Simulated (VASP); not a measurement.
# TiSnS4 (P-3m1) in VASP: relaxation of cell and atoms with PBE

Aim: the relaxation of cell and atoms of TiSnS4 with PBE.

Everything below comes from runs of VASP 6.6.1. Logs are shortened: lines on timing, memory, paths and dates and some standing lists are left out, and cuts for length are marked.

### 1 The crystal as given

It takes space group P-3m1 (No. 164, trigonal). The conventional cell has a = 3.540 Å, b = 3.540 Å, c = 11.900 Å, α = 90.00°, β = 90.00°, γ = 120.00°. Ti (site symmetry -3m) has 6 S at 2.49 Å as nearest neighbours. Sn (site symmetry -3m) is surrounded by 6 S at 2.53 Å. S (site symmetry 3m) has 3 Ti at 2.49 Å as nearest neighbours. S (site symmetry 3m) is surrounded by 3 Sn at 2.53 Å.

The cell was built by a generator and needn't be a form met in nature.

### 2 Relaxation of cell and atoms, PBE

The input, INCAR:

```
PREC = Normal
ENCUT = 520
EDIFF = 1E-4
ISMEAR = 0
SIGMA = 0.15
LREAL = False
LASPH = True
NELM = 60
ALGO = Fast
ISIF = 3
LWAVE = False
LCHARG = False
GGA = PE
IBRION = 2
NSW = 24
EDIFFG = -0.08
```

The input, KPOINTS:

```
regular mesh
0
Gamma
  5 5 2
```

The input, POSCAR:

```
TiSnS4
1.0
    3.5400000000      0.0000000000      0.0000000000
   -1.7700000000      3.0657299300      0.0000000000
    0.0000000000      0.0000000000     11.9000000000
Ti Sn S
1 1 4
Direct
    0.0000000000      0.0000000000      0.0000000000
    0.0000000000      0.0000000000      0.5000000000
    0.3333333300      0.6666666700      0.1200000000
    0.6666666700      0.3333333300      0.8800000000
    0.6666666700      0.3333333300      0.3750000000
    0.3333333300      0.6666666700      0.6250000000
```

Potentials or basis: VASP PAW PBE potentials, release 64 (Ti_sv, Sn_d, S).

Run with:

```
$ cat potpaw_PBE.64/Ti_sv/POTCAR potpaw_PBE.64/Sn_d/POTCAR potpaw_PBE.64/S/POTCAR > POTCAR
$ mpirun -np 1 vasp_std > vasp.out
```

OUTCAR:

```text
PREC = Normal
   ENCUT = 520
   EDIFF = 1E-4
   ISMEAR = 0
   LREAL = False
   LASPH = True
   NELM = 60
   ISIF = 3
   GGA = PE
   IBRION = 2
   NSW = 24
   EDIFFG = -0.08

 ion  position               nearest neighbor table
   1  0.000  0.000  0.000-   3 2.49   4 2.49   4 2.49   3 2.49   4 2.49   3 2.49
   2  0.000  0.000  0.500-   5 2.53   6 2.53   5 2.53   6 2.53   5 2.53   6 2.53
   3  0.333  0.667  0.120-   1 2.49   1 2.49   1 2.49
   4  0.667  0.333  0.880-   1 2.49   1 2.49   1 2.49
   5  0.667  0.333  0.375-   2 2.53   2 2.53   2 2.53
   6  0.333  0.667  0.625-   2 2.53   2 2.53   2 2.53

  LATTYP: Found a hexagonal cell.
 ALAT       =     3.5400000000
 C/A-ratio  =     3.3615819209

  Lattice vectors:

 A1 = (   3.5400000000,   0.0000000000,   0.0000000000)
 A2 = (  -1.7700000000,   3.0657299300,   0.0000000000)
 A3 = (   0.0000000000,   0.0000000000,  11.9000000000)

Analysis of symmetry for initial positions (statically):
=====================================================================
 Subroutine PRICEL returns:
 Original cell was already a primitive cell.

 Routine SETGRP: Setting up the symmetry group for a
 hexagonal supercell.

 Subroutine GETGRP returns: Found 12 space group operations
 (whereof 12 operations were pure point group operations)
 out of a pool of 24 trial point group operations.

The static configuration has the point symmetry D_3d.

Analysis of symmetry for dynamics (positions and initial velocities):
=====================================================================
 Subroutine PRICEL returns:
 Original cell was already a primitive cell.

 Routine SETGRP: Setting up the symmetry group for a
 hexagonal supercell.

 Subroutine GETGRP returns: Found 12 space group operations
 (whereof 12 operations were pure point group operations)
 out of a pool of 24 trial point group operations.

The dynamic configuration has the point symmetry D_3d.

 Subroutine INISYM returns: Found 12 space group operations
 (whereof 12 operations are pure point group operations),
 and found     1 'primitive' translations

----------------------------------------------------------------------------------------

                                     Primitive cell

  volume of cell :     129.1469

  direct lattice vectors                    reciprocal lattice vectors
     3.540000000  0.000000000  0.000000000     0.282485876  0.163093296  0.000000000
    -1.770000000  3.065729930  0.000000000     0.000000000  0.326186593  0.000000000
     0.000000000  0.000000000 11.900000000     0.000000000  0.000000000  0.084033613

  length of vectors
     3.540000000  3.540000001 11.900000000     0.326186593  0.326186593  0.084033613

  position of ions in fractional coordinates (direct lattice)
     0.000000000  0.000000000  0.000000000
     0.000000000  0.000000000  0.500000000
     0.333333330  0.666666670  0.120000000
     0.666666670  0.333333330  0.880000000
     0.666666670  0.333333330  0.375000000
     0.333333330  0.666666670  0.625000000

  ion indices of the primitive-cell ions
   primitive index   ion index
                 1           1
                 2           2
                 3           3
                 4           4
                 5           5
                 6           6

----------------------------------------------------------------------------------------

 KPOINTS: regular mesh

Automatic generation of k-mesh.
 Grid dimensions read from file:
 generate k-points for:    5    5    2

 Generating k-lattice:

  Cartesian coordinates                     Fractional coordinates (reciprocal lattice)
     0.056497175  0.032618659  0.000000000     0.200000000 -0.000000000  0.000000000
     0.000000000  0.065237319  0.000000000     0.000000000  0.200000000  0.000000000
     0.000000000  0.000000000  0.042016807     0.000000000  0.000000000  0.500000000

  Length of vectors
     0.065237319  0.065237319  0.042016807

  Shift w.r.t. Gamma in fractional coordinates (k-lattice)
     0.000000000  0.000000000  0.000000000

 Subroutine IBZKPT returns following result:
 ===========================================

 Found     10 irreducible k-points:

 Following reciprocal coordinates:
            Coordinates               Weight
  0.000000  0.000000  0.000000      1.000000
  0.200000 -0.000000  0.000000      6.000000
  0.400000 -0.000000  0.000000      6.000000
  0.200000  0.200000  0.000000      6.000000
  0.400000  0.200000  0.000000      6.000000
  0.000000  0.000000  0.500000      1.000000
  0.200000 -0.000000  0.500000      6.000000
  0.400000 -0.000000  0.500000      6.000000
  0.200000  0.200000  0.500000      6.000000
  0.400000  0.200000  0.500000      6.000000
   k-points           NKPTS =     10   k-points in BZ     NKDIM =     10   number of bands    NBANDS=     30
   number of dos      NEDOS =    301   number of ions     NIONS =      6
   total plane-waves  NPLWV =  28000
   dimension x,y,z NGX =    20 NGY =   20 NGZ =   70
   dimension x,y,z NGXF=    40 NGYF=   40 NGZF=  140
   ions per type =               1   1   4
   NGX,Y,Z   is equivalent  to a cutoff of   9.39,  9.39,  9.78 a.u.
   NGXF,Y,Z  is equivalent  to a cutoff of  18.78, 18.78, 19.56 a.u.
 SYSTEM =  unknown system
   PREC   = normal    normal or accurate (medium, high low for compatibility)
   ISTART =      0    job   : 0-new  1-cont  2-samecut
   ICHARG =      2    charge: 1-file 2-atom 10-const
   ISPIN  =      1    spin polarized calculation?
   LNONCOLLINEAR =      F non collinear calculations
   LSORBIT =      F    spin-orbit coupling
   LASPH  =      T    aspherical Exc in radial PAW
   ENCUT  =  520.0 eV  38.22 Ry    6.18 a.u.   6.58  6.58 22.13*2*pi/ulx,y,z
   NELM   =     60;   NELMIN=  2; NELMDL= -5     # of ELM steps
   EDIFF  = 0.1E-03   stopping-criterion for ELM
   LREAL  =      F    real-space projection
   EDIFFG = -.8E-01   stopping-criterion for IOM
   NSW    =     24    number of steps for IOM
   IBRION =      2    ionic relax: 0-MD 1-quasi-New 2-CG
   NFREE  =      1    steps in history (QN), initial steepest desc. (CG)
   ISIF   =      3    stress and relaxation
   ISYM   =      2    0-nonsym 1-usesym 2-fastsym
   POTIM  = 0.5000    time-step for ionic-motion
   TEBEG  =    0.0;   TEEND  =   0.0 temperature during run
   PSTRESS=    0.0 pullay stress
   NELECT =      50.0000    total number of electrons
   NUPDOWN=      -1.0000    fix difference up-down
   EMIN   =  10.00;   EMAX   =-10.00  energy-range for DOS
   EFERMI =   0.00;   METHOD = LEGACY
   ISMEAR =     0;   SIGMA  =   0.15  broadening in eV -4-tet -1-fermi 0-gaus
   EFERMI_NEDOS =   21; number of points for ismear=-14 and -15
   IALGO  =     68    algorithm
   IMIX   =      4    mixing-type and parameters
     AMIX     =   0.40;   BMIX     =  1.00
     AMIX_MAG =   1.60;   BMIX_MAG =  1.00
  volume/ion in A,a.u.               =      21.52       145.25
  Fermi-wavevector in a.u.,A,eV,Ry     =   1.193173  2.254770 19.370099  1.423662
  Thomas-Fermi vector in A             =   2.329194
   LORBIT       =      0    0 simple, 1 ext, 2 COOP (PROOUT), +10 PAW based schemes
   GGA     = PE    functional components
   LHFCALC =     F    Hartree Fock is set to
   AEXX    =    0.0000 exact exchange contribution
   IVDW    =     0    specifies the selected vdW correction
   LEPSILON=     F    determine dielectric tensor
   LRPA    =     F    only Hartree local field effects (RPA)
 conjugate gradient relaxation of ions
 non-spin polarized calculation
 RMM-DIIS sequential band-by-band and
 Gauss-broadening in eV      SIGMA  =   0.15
  energy-cutoff  :      520.00
  volume of cell :      129.15
 maximum number of plane-waves:      3537
   NGX = 13   NGY = 13   NGZ = 45

--------------------------------------- Ionic step        1  -------------------------------------------

 number of electron      50.0000025 magnetization

 Free energy of the ion-electron system (eV)
  ---------------------------------------------------
  ext. energy  EPLUGINS =         0.00000000
  ---------------------------------------------------
  free energy    TOTEN  =       -32.79039826 eV

  energy without entropy =      -32.78249259  energy(sigma->0) =      -32.78644542

------------------------ aborting loop because EDIFF is reached ----------------------------------------

  FORCE on cell =-STRESS in cart. coord.  units (eV):
  Direction    XX          YY          ZZ          XY          YZ          ZX
  --------------------------------------------------------------------------------------
  -------------------------------------------------------------------------------------
  Total        0.9624321      0.9624321      0.2225044      0.0000000      0.0000000      0.0000000
  in kB       11.9397861     11.9397861      2.7603558      0.0000000      0.0000000      0.0000000
  external PRESSURE =       8.8799760 kB  Pullay stress =       0.0000000 kB
[... 101 lines left out ...]
  FREE ENERGIE OF THE ION-ELECTRON SYSTEM (eV)
  ---------------------------------------------------
  free  energy   TOTEN  =       -32.8681480435 eV

  energy  without entropy=      -32.8660576448  energy(sigma->0) =      -32.86710284

[... ionic steps 4 to 14 ...]

--------------------------------------- Ionic step       15  -------------------------------------------

 number of electron      50.0000030 magnetization

------------------------ aborting loop because EDIFF is reached ----------------------------------------

  FORCE on cell =-STRESS in cart. coord.  units (eV):
  Direction    XX          YY          ZZ          XY          YZ          ZX
  --------------------------------------------------------------------------------------
  -------------------------------------------------------------------------------------
  Total        0.3572867      0.3572867      0.6081076     -0.0000000      0.0000000      0.0000000
  in kB        4.0896957      4.0896957      6.9607256     -0.0000000      0.0000000      0.0000000
  external PRESSURE =       5.0467057 kB  Pullay stress =       0.0000000 kB
[... 65 lines left out ...]
  energy  without entropy=      -32.9132711286  energy(sigma->0) =      -32.91382122

--------------------------------------- Ionic step       17  -------------------------------------------

 number of electron      50.0000017 magnetization

 Free energy of the ion-electron system (eV)
  ---------------------------------------------------
  ext. energy  EPLUGINS =         0.00000000
  ---------------------------------------------------
  free energy    TOTEN  =       -32.91752444 eV

  energy without entropy =      -32.91627364  energy(sigma->0) =      -32.91689904

 E-fermi :   4.0229     XC(G=0):  -9.0765

 val. band max:        3.7877405172   @ k =   0.0000   0.0000   0.5000
 cond. band min:       4.3032272609   @ k =   0.4000  -0.0000   0.0000
 fundamental gap:      0.5154867437
 Fermi energy:         4.0229245563

 k-point     1 :       0.0000    0.0000    0.0000
  band No.  band energies     occupation
      1     -53.9453      2.00000
      2     -30.1680      2.00000
      3     -30.1043      2.00000
      4     -30.1043      2.00000
      5     -17.5291      2.00000
      6     -17.5291      2.00000
[... 352 lines left out ...]
  FREE ENERGIE OF THE ION-ELECTRON SYSTEM (eV)
  ---------------------------------------------------
  free  energy   TOTEN  =       -32.9175244376 eV

  energy  without entropy=      -32.9162736403  energy(sigma->0) =      -32.91689904

 reached required accuracy - stopping structural energy minimisation
```

Wall time 2.2 min (1 thread of Intel Xeon 6975P-C (Granite Rapids), shared host); peak memory 0.2 GiB.

Results:

```yaml
Free_energy: -32.9175 eV
Relaxed_volume: 23.68 Å³/atom
Relaxed_cell: a = 3.574 Å, b = 3.574 Å, c = 12.843 Å, α = 90.00°, β = 90.00°, γ = 120.00°
Space_group_after_relaxing_to_0.05_Å: P-3m1 (No. 164)
Energy_gained_by_relaxing: 21.2 meV/atom
Ionic_steps: 17
Pressure_after_relaxing: 0.3 GPa
Largest_force_after_relaxing: 0.019 eV/Å
Band_gap_on_the_k_mesh: 0.52 eV, indirect (least direct gap 0.53 eV)
```

Forces in eV/Å, atoms in the order of the input:
```
Ti   0.000  0.000  0.000
Sn   0.000  0.000  0.000
S    0.000  0.000 -0.012
S    0.000  0.000  0.012
S    0.000  0.000  0.019
S    0.000  0.000 -0.019
```

Step by step:
| step | energy change (eV) | largest force (eV/Å) | pressure (GPa) | volume (Å³) |
| --- | --- | --- | --- | --- |
| 1 | 0.0000 | 0.7114 | 0.89 | 129.15 |
| 2 | -0.0656 | 0.5002 | 0.00 | 131.39 |
| 3 | -0.0777 | 0.4005 | -0.57 | 132.48 |
| 4 | -0.0665 | 0.5128 | -1.68 | 134.68 |
| 5 | -0.0793 | 0.3542 | -0.94 | 133.06 |
| 6 | -0.0856 | 0.1661 | 1.15 | 131.21 |
| 7 | -0.0904 | 0.1319 | 0.43 | 131.96 |
| 8 | -0.0904 | 0.1411 | 0.29 | 132.01 |
| 9 | -0.0904 | 0.1322 | 0.23 | 131.98 |
| 10 | -0.0939 | 0.1160 | 0.34 | 132.53 |
| 11 | -0.1020 | 0.0501 | 0.14 | 134.17 |
| 12 | -0.1089 | 0.1158 | -0.23 | 137.48 |
| 13 | -0.1113 | 0.1120 | -0.04 | 137.74 |
| 14 | -0.1172 | 0.1029 | 0.10 | 138.49 |
| 15 | -0.1234 | 0.0978 | 0.50 | 139.97 |
| 16 | -0.1240 | 0.0888 | 0.69 | 140.52 |
| 17 | -0.1271 | 0.0186 | 0.26 | 142.10 |

Final structure:
```
Ti Sn S
1.0
     3.57437    0.00000    0.00000
    -1.78719    3.09550    0.00000
     0.00000    0.00000   12.84299
Ti Sn S
1 1 4
Direct
  0.00000 0.00000 0.00000
  0.00000 0.00000 0.50000
  0.33333 0.66667 0.10514
  0.66667 0.33333 0.89486
  0.66667 0.33333 0.38163
  0.33333 0.66667 0.61837
```

Levels at points of the mesh, in eV from the valence-band top:
```tsv
k point	band 21	band 22	band 23	band 24	band 25	band 26	band 27	band 28	band 29	band 30
(0.00, 0.00, 0.00)	-0.47	-0.43	-0.43	0.00	0.00	0.53	0.53	1.40	2.39	3.66
(0.00, 0.00, 0.50)	-0.79	-0.43	-0.43	0.00	0.00	0.53	0.53	1.50	2.43	3.66
```

Caveat: spin-orbit coupling is left out, which moves the levels of the heavy elements; an odd mesh through Γ misses points on the zone boundary, where band edges often lie; this functional lacks dispersion, which binds the layers, so the pressure and a relaxed spacing across them are unreliable; the relaxation stopped at a loose force limit of 0.08 eV/Å, so its end isn't a converged minimum.
